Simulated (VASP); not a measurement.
VASP input:

KPOINTS:
```
K-points
0
gamma
 10 10 10
```

INCAR:
```
ALGO = Normal
EDIFF = 1E-7
EDIFFG = -0.01
ENCUT = 480
GGA = PE
IBRION = 2
ISIF = 3
ISMEAR = 1
LASPH = .TRUE.
LCHARG = .FALSE.
LMAXMIX = 4
LREAL = .FALSE.
LWAVE = .FALSE.
NELM = 100
NSW = 40
PREC = Accurate
PSTRESS = 150
SIGMA = 0.1
SYSTEM = NiSi2
```

POSCAR:
```
NiSi2
1
   -0.0000000000     2.6473834915     2.6473834915
    2.6473834915     0.0000000000     2.6473834915
    2.6473834915     2.6473834915    -0.0000000000
Si Ni
2 1
Direct
  0.2500000000   0.2500000000   0.2500000000
  0.7500000000   0.7500000000   0.7500000000
  0.0000000000   0.0000000000   1.0000000000
```

POTCAR, in this order: Si Ni (PBE.64 set). Program: vasp_std.

Write an equivalent input for Ansatz.

One equivalent input (not run):
Ansatz 0.2 input:
```yaml
crystal:
  lattice:
    - [0.0000000, 2.6473835, 2.6473835]
    - [2.6473835, 0.0000000, 2.6473835]
    - [2.6473835, 2.6473835, 0.0000000]
  atoms:
    - { symbol: Si, position: [0.2500000, 0.2500000, 0.2500000] }
    - { symbol: Si, position: [0.7500000, 0.7500000, 0.7500000] }
    - { symbol: Ni, position: [0.0000000, 0.0000000, 1.0000000] }
kpoints:
  mp_grid: { grid: [10, 10, 10] }
hamiltonian:
  xc: pbe
  pseudopotentials: { kind: paw }
scf:
  occupations: { method: methfessel_paxton, width: 0.1 }
  max_iter: 100
relax:
  max_steps: 40
  f_tol: 0.01
  cell: { p_target: 15 }
output: { forces: true, stress: true, eigenvalues: true }
```
What does not carry over: each code has its own PAW files, so the cut-off isn't converted (ENCUT is set for VASP's; basis.ecutwfc is left out, and Ansatz then takes the one that its files recommend); Ansatz stops its SCF on the density residual and VASP on the energy change (EDIFF).

The compound is NiSi2 in the fluorite structure. It was relaxed first under an external pressure of 15 GPa.
